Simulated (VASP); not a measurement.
# AgCl: structure and properties in VASP, part 2 of 2

Wanted: the relaxed cell of AgCl and its properties. The start is a computed cell from the Materials Project.

VASP 6.6.1; LDA; plane waves and PAW (Ag, Cl).

So far, gap on the k-mesh (eV): step 2 (relaxing cell and atoms (LDA)) 0.750; step 3 (second relaxation) 0.750; step 6 (total and projected DOS (LDA)) 0.694. The relaxed cell has a = 5.350 Å (conventional setting).

## 7. Core levels (LDA)

ICORELEVEL = 1 prints the core eigenvalues in the potential of the ground state.

INCAR

```
SYSTEM = AgCl
PREC = Accurate
ENCUT = 400
EDIFF = 1E-06
NELM = 100
ISMEAR = 0
SIGMA = 0.05
LREAL = .FALSE.
ALGO = Normal
GGA = CA
NBANDS = 15
LASPH = .TRUE.
LORBIT = 11
LWAVE = .FALSE.
LCHARG = .FALSE.
KPAR = 2
ICORELEVEL = 1
```

POSCAR

```
AgCl
1.0
    0.0000000000      2.6748223195      2.6748223195
    2.6748223195      0.0000000000      2.6748223195
    2.6748223195      2.6748223195      0.0000000000
Ag Cl
1 1
Direct
    0.0000000000      0.0000000000      0.0000000000
    0.5000000000      0.5000000000      0.5000000000
```

KPOINTS

```
Automatic mesh
0
Gamma
7 7 7
0 0 0
```

Potentials, in the order of the species: Ag and Cl (LDA family, release 64).

The run is started by

```bash
$ mpirun -np 2 vasp_std
```

Elapsed: 11 s, on 2 MPI ranks of AMD EPYC 7R43, shared host; peak memory 0.22 GiB.

These are scalar-relativistic Kohn-Sham levels of the ground state, with no core hole, so they are not binding energies.

Numbers from this step:

```
SCF cycles                     : 11
bands                          : 15
irreducible k-points           : 20
free energy (TOTEN)            : -6.792 eV
Fermi energy                   : 5.224 eV
pressure                       : 0.02140 GPa
valence top at k               : 0.4286, 0, 0
least direct gap at k          : 0, 0, 0
gap on the k-mesh              : 0.7502 eV
least direct gap on the k-mesh : 3.422 eV
```

Kohn-Sham core levels. Core levels, by row:

| atom | shell | level below the valence-band top (eV) |
| --- | --- | --- |
| Ag1 | 1s | 25178 |
| Ag1 | 2s | 3707 |
| Ag1 | 2p | 3330 |
| Ag1 | 3s | 675.2 |
| Ag1 | 3p | 550.9 |
| Ag1 | 3d | 353.5 |
| Ag1 | 4s | 89.56 |
| Ag1 | 4p | 53.37 |
| Cl2 | 1s | 2731 |
| Cl2 | 2s | 245 |
| Cl2 | 2p | 185.1 |

## 8. Electric field gradients (LDA)

Field gradients probe how far the charge around each nucleus departs from cubic symmetry; LASPH keeps the non-spherical terms inside the spheres.

INCAR, as its differences from that of step 7:

```diff
@@ -3,3 +3,3 @@
 ENCUT = 400
-EDIFF = 1E-06
+EDIFF = 1E-07
 NELM = 100
@@ -16,2 +16,2 @@
 KPAR = 2
-ICORELEVEL = 1
+LEFG = .TRUE.
```

POSCAR is that of step 7.

KPOINTS is that of step 7.

The run is started by

```bash
$ mpirun -np 2 vasp_std
```

The job ended after 12 s (2 MPI ranks; peak memory 0.21 GiB; 23 s of CPU time).

This step gave:

| Quantity | Value |
| --- | --- |
| SCF cycles | 12 |
| Fermi energy | 5.225 eV |
| pressure | 0.009267 GPa |
| gap on the k-mesh | 0.7501 eV |

Electric field gradients, by row:

| atom | Vxx (V/Å²) | Vyy (V/Å²) | Vzz (V/Å²) | asymmetry |
| --- | --- | --- | --- | --- |
| Ag1 | -0.001 | -0.001 | 0.003 | - |
| Cl2 | 0 | 0 | 0 | - |

All gradients vanish within the noise.

The run ends at a pressure of 0.01 GPa.

## 9. Optical spectrum (LDA)

LOPTICS sums transitions from filled to empty bands. The mesh is finer than in the run before. NBANDS is raised for it.

INCAR

```
SYSTEM = AgCl
PREC = Accurate
ENCUT = 400
EDIFF = 1E-06
NELM = 100
ISMEAR = 0
SIGMA = 0.05
LREAL = .FALSE.
ALGO = Normal
GGA = CA
NBANDS = 25
LASPH = .TRUE.
LORBIT = 11
LWAVE = .FALSE.
LCHARG = .FALSE.
KPAR = 2
LOPTICS = .TRUE.
NEDOS = 1500
CSHIFT = 0.1
```

POSCAR is that of step 8.

KPOINTS

```
Automatic mesh
0
Gamma
11 11 11
0 0 0
```

The run is started by

```bash
$ mpirun -np 2 vasp_std
```

It took 39 s on 2 MPI ranks; peak memory 0.32 GiB; 75 s of CPU time.

These are independent-particle spectra without excitons or local fields, and fine structure depends on the mesh and on CSHIFT.

Numbers from this step:

| Property | Result |
| --- | --- |
| bands | 25 |
| irreducible k-points | 56 |
| free energy (TOTEN) | -6.793 eV |
| Fermi energy | 5.228 eV |
| pressure | 0.006589 GPa |
| valence top at k | 0.4545, 0, 0 |
| least direct gap at k | -0.09091, 0.09091, 0 |
| gap on the k-mesh | 0.6937 eV |
| least direct gap on the k-mesh | 3.272 eV |

The imaginary dielectric function, xx has structure finer than the step of the table below, so its rows give means over 1 eV, whole bins alone (the curve runs from 0 to 25.0 eV). Peaks (eV: height): 4.7: 9.95, 6.3: 5.98, 8.2: 5.86, 10.3: 5.04.

The imaginary dielectric function, xx by photon energy; means over each step:

| photon energy (eV) | imaginary dielectric function, xx |
| --- | --- |
| 1 | 0.0351 |
| 2 | 0.106 |
| 3 | 1.13 |
| 4 | 5.19 |
| 5 | 7.96 |
| 6 | 4.92 |
| 7 | 3.80 |
| 8 | 4.65 |
| 9 | 5.18 |
| 10 | 4.19 |
| 11 | 3.30 |
| 12 | 2.97 |
| 13 | 2.53 |
| 14 | 1.60 |
| 15 | 1.23 |
| 16 | 1.30 |
| 17 | 1.07 |
| 18 | 0.954 |
| 19 | 1.11 |
| 20 | 0.998 |
| 21 | 0.888 |
| 22 | 0.717 |
| 23 | 0.622 |
| 24 | 0.526 |

Table of real dielectric function, xx by photon energy:

| photon energy (eV) | real dielectric function, xx |
| --- | --- |
| 0 | 5.95 |
| 1 | 6.11 |
| 2 | 6.72 |
| 3 | 8.87 |
| 4 | 8.53 |
| 5 | 3.36 |
| 6 | 2.50 |
| 7 | 2.92 |
| 8 | 3.64 |
| 9 | 0.553 |
| 10 | 0.730 |
| 11 | -0.901 |
| 12 | 0.0354 |
| 13 | -0.989 |
| 14 | -0.518 |
| 15 | -0.338 |
| 16 | -0.0305 |
| 17 | -0.188 |
| 18 | 0.165 |
| 19 | 0.228 |
| 20 | 0.207 |
| 21 | 0.155 |
| 22 | 0.152 |
| 23 | 0.189 |
| 24 | 0.225 |

This mesh misses the point of the least direct gap (3.17 eV in the band run), so the true onset lies lower. The mean of ε2 over directions passes 5 % of its top at 2.98 eV, against a least direct gap of 3.27 eV on this mesh; what lies under the gap is the tail of the broadening by CSHIFT. The indirect gap (0.65 eV in the band run) doesn't show, since phonons are left out.

## 10. Results

```json
{
 "relaxed volume": "19.14 Å³/atom",
 "relaxed conventional cell a, b, c": "5.350, 5.350, 5.350 Å",
 "space group after relaxing, within 0.02 Å": "Fm-3m (No. 225)",
 "band gap": "0.654 eV, indirect (least direct gap of that run 3.17 eV)",
 "gap among the points of the DOS mesh alone, an upper bound": "0.694 eV",
 "shallowest level of the frozen cores": "Ag1 4p, 53.4 eV deep",
 "largest field gradient Vzz": "zero within the noise on all sites",
 "strongest peak of ε2, mean over directions": "4.74 eV",
 "ε1 at zero frequency, no local fields, mean": "5.95"
}
```

**Reading.** With LDA, AgCl relaxes to 19.14 Å³/atom in space group Fm-3m (held by the symmetry of the run) and has an indirect gap of 0.654 eV. Bands along the symmetry lines (LDA): On this path the gap is indirect, 0.65 eV, with the valence top at L and the conduction bottom at Γ. The least direct gap is 3.17 eV. Semilocal functionals usually underestimate gaps. Spin-orbit coupling is left out; it would split some degenerate bands. No search among competing phases was made, and a listed structure need not be the one stable at ambient conditions. All values are for a static lattice at zero temperature.

[Lines on the potential files, build, host, timing and source positions are cut from VASP's logs without a mark.]

[Logs are printed without paths, hosts, clocks, repeated set-up lines and the standing remarks that a program may print on its own settings, such as how far it seeks lower states.]

[Hosts, paths, dates, database ids (printed as entryN), source tags and the programs' standing remarks are cut or masked in the printed files.]

[A measured line is paired with the nearest computed mode of its activity, which favours agreement.]
